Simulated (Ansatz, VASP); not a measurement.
## K2P3H7O9 (K2P3H7O9 (P-1)): VASP beside Ansatz

Wanted: the spread between two codes on one cell, functional and k mesh. The structure shown is the start of the Ansatz relaxation below; VASP solves that cell, so the two are compared at the walk's first step.

Main program and level: Ansatz 0.2.0; plane waves, with VASP 6.6.1 beside it; single point at PBEsol.

## 1. The structure

The cell holds 42 atoms: 4 K, 14 H, 6 P and 18 O. Cell: a = 7.653 Å, b = 8.757 Å, c = 9.167 Å, α = 79.1°, β = 67.0°, γ = 88.5°.

## 2. Ansatz: relaxation, PBEsol

Ansatz runs on its default PAW (the set named soft_2) files.

The two programs are compared at the cell with which this relaxation starts, whose forces are those of its first step.

Contents of input.yaml:

```yaml
crystal:
  lattice:
    - [7.652771, 0.0, 0.0]
    - [0.231117, 8.753962, 0.0]
    - [3.581623, 1.635871, 8.2787]
  atoms:
    - { symbol: K, position: [0.316009, 0.403825, 0.902591] }
    - { symbol: K, position: [0.683991, 0.596175, 0.097409] }
    - { symbol: K, position: [0.408769, 0.923802, 0.849714] }
    - { symbol: K, position: [0.591231, 0.076198, 0.150286] }
    - { symbol: H, position: [0.927498, 0.911568, 0.624848] }
    - { symbol: H, position: [0.072502, 0.088432, 0.375152] }
    - { symbol: H, position: [0.146663, 0.707604, 0.747725] }
    - { symbol: H, position: [0.853337, 0.292396, 0.252275] }
    - { symbol: H, position: [0.341748, 0.401276, 0.497364] }
    - { symbol: H, position: [0.658252, 0.598724, 0.502636] }
    - { symbol: H, position: [0.252972, 0.083645, 0.572732] }
    - { symbol: H, position: [0.747028, 0.916355, 0.427268] }
    - { symbol: H, position: [0.929345, 0.514058, 0.669185] }
    - { symbol: H, position: [0.070655, 0.485942, 0.330815] }
    - { symbol: H, position: [0.04745, 0.176894, 0.789093] }
    - { symbol: H, position: [0.95255, 0.823106, 0.210907] }
    - { symbol: H, position: [0.698097, 0.259086, 0.634865] }
    - { symbol: H, position: [0.301903, 0.740914, 0.365135] }
    - { symbol: P, position: [0.939558, 0.89745, 0.776318] }
    - { symbol: P, position: [0.060442, 0.10255, 0.223682] }
    - { symbol: P, position: [0.468874, 0.279561, 0.482271] }
    - { symbol: P, position: [0.531126, 0.720439, 0.517729] }
    - { symbol: P, position: [0.854899, 0.364557, 0.758367] }
    - { symbol: P, position: [0.145101, 0.635443, 0.241633] }
    - { symbol: O, position: [0.745581, 0.907392, 0.906044] }
    - { symbol: O, position: [0.254419, 0.092608, 0.093956] }
    - { symbol: O, position: [0.098103, 0.015209, 0.755241] }
    - { symbol: O, position: [0.901897, 0.984791, 0.244759] }
    - { symbol: O, position: [0.006471, 0.72469, 0.810742] }
    - { symbol: O, position: [0.993529, 0.27531, 0.189258] }
    - { symbol: O, position: [0.636939, 0.325082, 0.322282] }
    - { symbol: O, position: [0.363061, 0.674918, 0.677718] }
    - { symbol: O, position: [0.505705, 0.242683, 0.637051] }
    - { symbol: O, position: [0.494295, 0.757317, 0.362949] }
    - { symbol: O, position: [0.355343, 0.137206, 0.466562] }
    - { symbol: O, position: [0.644657, 0.862794, 0.533438] }
    - { symbol: O, position: [0.677309, 0.375036, 0.903995] }
    - { symbol: O, position: [0.322691, 0.624964, 0.096005] }
    - { symbol: O, position: [0.025633, 0.293009, 0.799363] }
    - { symbol: O, position: [0.974367, 0.706991, 0.200637] }
    - { symbol: O, position: [0.833138, 0.268685, 0.637176] }
    - { symbol: O, position: [0.166862, 0.731315, 0.362824] }
basis:
  ecutwfc: 420
  xc_grid: 2
hamiltonian:
  xc: pbesol
kpoints:
  mp_grid: { grid: [4, 3, 4] }
scf:
  occupations: { method: fermi_dirac, width: 0.01 }
  max_iter: 150
output:
  forces: true
  stress: true
relax:
  f_tol: 0.01
  max_steps: 60
  cell: {}
checkpoint:
  write: "../pbesol.run"
  compress: false
  write_wavefunctions: false
  write_every: 100000
```

Started as:

```sh
$ ansatz run input.yaml --threads 4 --pin off --max-ram 6594MiB --backend cpu --events-out ev --progress --plain --runs-dir out
```

Numbers of over 12 decimals in the logs are rounded to 6 here.

Log:

```text
Engine: ansatz 0.2.0, x86_64-unknown-linux-gnu
Pseudopotentials: kind: paw
Pseudopotential: K, paw, valence charge 9, recommended cutoff 420 eV (normal), K.paw.azcp
Pseudopotential: H, paw, valence charge 1, recommended cutoff 420 eV (normal), H.paw.azcp
Pseudopotential: P, paw, valence charge 5, recommended cutoff 420 eV (normal), P.paw.azcp
Pseudopotential: O, paw, valence charge 6, recommended cutoff 420 eV (normal), O.paw.azcp
Functional definition: PBEsol
  exchange = pbesol_x
  correlation = pbesol_c
Crystal: 42 atoms, lattice volume = 554.607 Å³
Basis set: ecut = 420 eV, 10839 PW (Γ), exchange–correlation on 108×120×128 points (8 copies of the dense FFT grid, shifted against one another)
Bands: 136, of which v1, the nominal top of the filled ones, is band 94 counted from 1 (93 counted from 0)
Symmetry: 2 space group operations
Space group: P-1 (ITA 2), of the structure as read, at distance tolerance 8.2e-5 Å
k-points: 26 of 48
Non-local potential: K, projectors of the file, l = 0: 3, l = 1: 2, l = 2: 2
Non-local potential: H, projectors of the file, l = 0: 2, l = 1: 1
Non-local potential: P, projectors of the file, l = 0: 2, l = 1: 2, l = 2: 2
Non-local potential: O, projectors of the file, l = 0: 2, l = 1: 2, l = 2: 1
PAW form: soft (Blöchl's): semilocal exchange-correlation on the pseudo side does not see the compensation charge
PAW frozen core: K, regenerated for the run's functional, and the local potential with it (the file was generated under x = pbe(κ = 0.804, μ = 0.219515), c = pbe(β = 0.066725))
PAW frozen core: P, regenerated for the run's functional, and the local potential with it (the file was generated under x = pbe(κ = 0.804, μ = 0.219515), c = pbe(β = 0.066725))
PAW frozen core: O, regenerated for the run's functional, and the local potential with it (the file was generated under x = pbe(κ = 0.804, μ = 0.219515), c = pbe(β = 0.066725))
PAW one-centre angular grid: K, 110 points (default); XC on 64 Gauss nodes
PAW one-centre angular grid: H, 110 points (default); XC on 64 Gauss nodes
PAW one-centre angular grid: P, 110 points (default); XC on 64 Gauss nodes
PAW one-centre angular grid: O, 110 points (default); XC on 64 Gauss nodes
Initial density: superposition of atomic densities (neutral atoms: chi_scale 0, normalization atom), corrected by the library's trained network
Initial wavefunctions: pseudopotential atomic-orbital guess
Functional: x = pbesol(κ = 0.804, μ = 0.123457), c = pbesol(β = 0.046)
SCF iter   1: F=—  HF=-20839.173679 eV  |F-HF|=—  |Δ(HF+E_count)|=         —  Δρ=9.15e-3  dr2=3.58e-1  ethr=1.77e-3  ⟨swp⟩=7.8  Hψ=19459  notcnv=0  defer=556
preconditioner: auto → Resta (q_TF=auto, 2.278 Å⁻¹)  ε∞=2.7  [insulator: Δε(μ)=6.317 eV  Ē_g=16.085 eV  σ=0.010 eV  W_gap=1.00  n_scr=110 (ndim 8)  ℏωp=21.2 eV  f_vac=0.171  D(μ)=0.00/eV (n_scr^D=0)  ε∞_Penn≈2.7]
SCF iter   2: F=—  HF=-20839.083943 eV  |F-HF|=—  |Δ(HF+E_count)|=   8.97e-2  Δρ=2.63e-3  dr2=3.18e-2  ethr=1.90e-4  ⟨swp⟩=3.0  Hψ=6360  notcnv=0  defer=918
SCF iter   3: F=—  HF=-20839.079999 eV  |F-HF|=—  |Δ(HF+E_count)|=   3.94e-3  Δρ=1.16e-3  dr2=7.38e-3  ethr=1.69e-5  ⟨swp⟩=3.1  Hψ=4172  notcnv=0  defer=918
SCF iter   4: F=—  HF=-20839.080660 eV  |F-HF|=—  |Δ(HF+E_count)|=   6.60e-4  Δρ=6.21e-4  dr2=2.08e-3  ethr=3.93e-6  ⟨swp⟩=2.7  Hψ=4198  notcnv=0  defer=918
SCF iter   5: F=—  HF=-20839.080575 eV  |F-HF|=—  |Δ(HF+E_count)|=   8.45e-5  Δρ=1.32e-4  dr2=1.32e-4  ethr=1.11e-6  ⟨swp⟩=2.8  Hψ=4427  notcnv=0  defer=918
SCF iter   6: F=—  HF=-20839.080702 eV  |F-HF|=—  |Δ(HF+E_count)|=   1.27e-4  Δρ=6.26e-5  dr2=2.24e-5  ethr=7.04e-8  ⟨swp⟩=2.0  Hψ=4647  notcnv=0  defer=918
SCF iter   7: F=—  HF=-20839.080833 eV  |F-HF|=—  |Δ(HF+E_count)|=   1.31e-4  Δρ=2.83e-5  dr2=3.63e-6  ethr=1.19e-8  ⟨swp⟩=2.0  Hψ=5564  notcnv=0  defer=918
SCF iter   8: F=—  HF=-20839.080834 eV  |F-HF|=—  |Δ(HF+E_count)|=   1.05e-6  Δρ=7.57e-6  dr2=3.24e-7  ethr=1.93e-9  ⟨swp⟩=2.0  Hψ=4889  notcnv=0  defer=918
SCF iter   9: F=-20839.080834 eV  HF=-20839.080834 eV  |F-HF|=2.59e-8  |Δ(HF+E_count)|=   5.27e-7  Δρ=2.93e-6  dr2=4.83e-8  ethr=5.32e-11  ⟨swp⟩=5.0  Hψ=10925  notcnv=0
SCF 1 converged in 9 iterations: F = -20839.080834 eV  dr2 = 4.83e-8
  greatest PAW one-centre occupation: 0.986 electrons in one spin orbital (limit 2), on the K atom at site 1 (counted from 0), in its partial waves of l = 0
relax step   1: F+E_penalty+E_count = -20839.08083435 eV  Δ(F+E_penalty+E_count) = +0.000e0 eV  max|allowed force component| = 3.291e-1 eV/Å  Δτ_max = 0.0000 Å  P = -1.238 GPa  Ω = 554.607 Å³  (9 SCF iters, dr2 threshold 1.00e-7 eV, accepted)
Crystal: 42 atoms, lattice volume = 529.813 Å³
Basis set: ecut = 420 eV, 10371 PW (Γ), exchange–correlation on 108×120×128 points (8 copies of the dense FFT grid, shifted against one another)
Initial density: handed on by an earlier stage of this run
[...]
SCF iter   2: F=—  HF=-20839.218196 eV  |F-HF|=—  |Δ(HF+E_count)|=   7.50e-5  Δρ=2.57e-5  dr2=6.02e-7  ethr=1.20e-9  ⟨swp⟩=4.0  Hψ=7508  notcnv=0  defer=18
SCF iter   3: F=—  HF=-20839.218197 eV  |F-HF|=—  |Δ(HF+E_count)|=   8.68e-7  Δρ=9.65e-6  dr2=7.33e-8  ethr=3.20e-10  ⟨swp⟩=2.0  Hψ=5109  notcnv=0  defer=18
[...]
SCF converged after 5 iterations
Free energy (F): -20839.218197 eV
Harris-Foulkes:  -20839.218197 eV  (|F-HF|=1.46e-11)
Internal energy: -20839.218197 eV  (E = F + TS)
E sigma→0 (E₀):  -20839.218197 eV
Fermi energy:    4.049913 eV
--- Per-component energies (eV) ---
  E_band       = -1315.230406
  E_kinetic    = 4845.134641
  E_local      = -12656.485323  (includes V_loc(G=0)·N_el)
  E_nonlocal   = 1135.096586
  E_hartree    = 4530.100831
  E_xc         = -2345.812848
  E_vxc        = -2875.516982  (∫ρ·V_xc dr)
  E_paw        = -9128.245662  (= ΣΔE_a)
  E_vpaw       = -823.690358  (= ΣTr[D̂ρ^β])
  E_aug_tail   = 0.029058  (compensation charges beyond the density's cutoff)
  E_ewald      = -7220.378781
  E_core_change = 1.343299  (= ΣΔE_core)
  E_smearing   = -0.000000  (= −TS)
  E_closure    = 0.000000  (closes the sum)
  Σ components = -20839.218197   (vs F -20839.218197, Δ=0.00e0)
--- Forces (eV/Å), atoms counted from 1 ---
  atom   1  K      0.00093648    -0.00063201     0.00046926
  atom   2  K     -0.00093648     0.00063201    -0.00046926
  atom   3  K      0.00047420     0.00095561    -0.00008176
  atom   4  K     -0.00047420    -0.00095561     0.00008176
  atom   5  H      0.00042810     0.00003178     0.00074184
  atom   6  H     -0.00042810    -0.00003178    -0.00074184
  atom   7  H      0.00470084    -0.00099088    -0.00271759
  atom   8  H     -0.00470084     0.00099088     0.00271759
  atom   9  H      0.00044465    -0.00064630    -0.00021510
  atom  10  H     -0.00044465     0.00064630     0.00021510
  atom  11  H      0.00127122     0.00087493    -0.00092742
  atom  12  H     -0.00127122    -0.00087493     0.00092742
  atom  13  H      0.00002287     0.00078527    -0.00081278
  atom  14  H     -0.00002287    -0.00078527     0.00081278
  atom  15  H      0.00032159    -0.00209514    -0.00353403
  atom  16  H     -0.00032159     0.00209514     0.00353403
  atom  17  H     -0.00029713     0.00303575     0.00194780
  atom  18  H      0.00029713    -0.00303575    -0.00194780
  atom  19  P     -0.00367792    -0.00164352    -0.00166434
  atom  20  P      0.00367792     0.00164352     0.00166434
  atom  21  P     -0.00218921    -0.00288588     0.00456832
  atom  22  P      0.00218921     0.00288588    -0.00456832
  atom  23  P     -0.00454383     0.00090168    -0.00044459
  atom  24  P      0.00454383    -0.00090168     0.00044459
[...]
atom  35  O     -0.00166449    -0.00029969     0.00139517
  atom  36  O      0.00166449     0.00029969    -0.00139517
  atom  37  O      0.00259487     0.00105532     0.00012940
  atom  38  O     -0.00259487    -0.00105532    -0.00012940
  atom  39  O     -0.00112307     0.00276160     0.00544333
  atom  40  O      0.00112307    -0.00276160    -0.00544333
  atom  41  O      0.00133805    -0.00569818    -0.00175302
  atom  42  O     -0.00133805     0.00569818     0.00175302
  max |Σ_I F_I| component: 0.00e0 eV/Å
--- Stress (GPa, compression-positive) ---
       -0.019954      -0.006825       0.006007
       -0.006826      -0.020310      -0.001118
        0.006004      -0.001126      -0.029920
  P = ⅓ Tr σ = -0.0234 GPa (-0.234 kbar)
--- Relaxed structure (13 steps of the walk, 12 accepted, 2 SCFs on fresh bases) ---
  F+E_penalty+E_count = -20839.21819739 eV   max|allowed force component| = 5.698e-3 eV/Å   (the final SCF, on the basis selected at the relaxed cell)
  cell:  # Å, volume = 531.1281 Å³
    - [7.582821, -0.024040, 0.041528]
    - [0.201505, 8.633745, 0.00744198]
    - [3.588671, 1.608142, 8.133014]
  atoms:
    - { symbol: K, position: [0.320247, 0.399583, 0.905040] }
    - { symbol: K, position: [0.679753, 0.600417, 0.094960] }
    - { symbol: K, position: [0.410646, 0.921198, 0.849559] }
    - { symbol: K, position: [0.589354, 0.078802, 0.150441] }
    - { symbol: H, position: [0.927507, 0.917942, 0.618829] }
    - { symbol: H, position: [0.072493, 0.082058, 0.381171] }
    - { symbol: H, position: [0.148680, 0.707905, 0.745743] }
    - { symbol: H, position: [0.851320, 0.292095, 0.254257] }
    - { symbol: H, position: [0.352458, 0.409826, 0.498633] }
    - { symbol: H, position: [0.647542, 0.590174, 0.501367] }
    - { symbol: H, position: [0.252420, 0.084693, 0.580528] }
    - { symbol: H, position: [0.747580, 0.915307, 0.419472] }
    - { symbol: H, position: [0.941397, 0.514385, 0.669856] }
    - { symbol: H, position: [0.058603, 0.485615, 0.330144] }
    - { symbol: H, position: [0.052517, 0.169396, 0.789202] }
    - { symbol: H, position: [0.947483, 0.830604, 0.210798] }
    - { symbol: H, position: [0.703592, 0.258647, 0.634551] }
    - { symbol: H, position: [0.296408, 0.741353, 0.365449] }
    - { symbol: P, position: [0.938077, 0.897435, 0.774112] }
    - { symbol: P, position: [0.061923, 0.102565, 0.225888] }
    - { symbol: P, position: [0.475388, 0.282199, 0.482200] }
    - { symbol: P, position: [0.524612, 0.717801, 0.517800] }
    - { symbol: P, position: [0.862068, 0.361788, 0.759828] }
    - { symbol: P, position: [0.137932, 0.638212, 0.240172] }
    - { symbol: O, position: [0.742664, 0.910542, 0.906592] }
    - { symbol: O, position: [0.257336, 0.089458, 0.093408] }
    - { symbol: O, position: [0.102979, 0.013317, 0.753721] }
    - { symbol: O, position: [0.897021, 0.986683, 0.246279] }
    - { symbol: O, position: [0.00202126, 0.723292, 0.806491] }
    - { symbol: O, position: [0.997979, 0.276708, 0.193509] }
    - { symbol: O, position: [0.646138, 0.326898, 0.317264] }
    - { symbol: O, position: [0.353862, 0.673102, 0.682736] }
    - { symbol: O, position: [0.513989, 0.242947, 0.637615] }
    - { symbol: O, position: [0.486011, 0.757053, 0.362385] }
    - { symbol: O, position: [0.356206, 0.140827, 0.469008] }
    - { symbol: O, position: [0.643794, 0.859173, 0.530992] }
    - { symbol: O, position: [0.678778, 0.371511, 0.906527] }
    - { symbol: O, position: [0.321222, 0.628489, 0.093473] }
    - { symbol: O, position: [0.029875, 0.287408, 0.804122] }
    - { symbol: O, position: [0.970125, 0.712592, 0.195878] }
    - { symbol: O, position: [0.841936, 0.266436, 0.635536] }
    - { symbol: O, position: [0.158064, 0.733564, 0.364464] }
```

In the SCF lines HF is the Harris–Foulkes energy and dr2 the Hartree energy of the density residual, in eV; the loop may stop once dr2 is under the threshold and the program's other checks hold. Hψ counts applications of the Hamiltonian.

(Continued in part 2 of 2.)

[Lines on the potential files, build, host, timing and source positions are cut from VASP's logs without a mark.]

[Logs are printed without paths, hosts, clocks, repeated set-up lines and the standing remarks that a program may print on its own settings, such as how far it seeks lower states.]

[Hosts, paths, dates, database ids (printed as entryN), source tags and the programs' standing remarks are cut or masked in the printed files.]
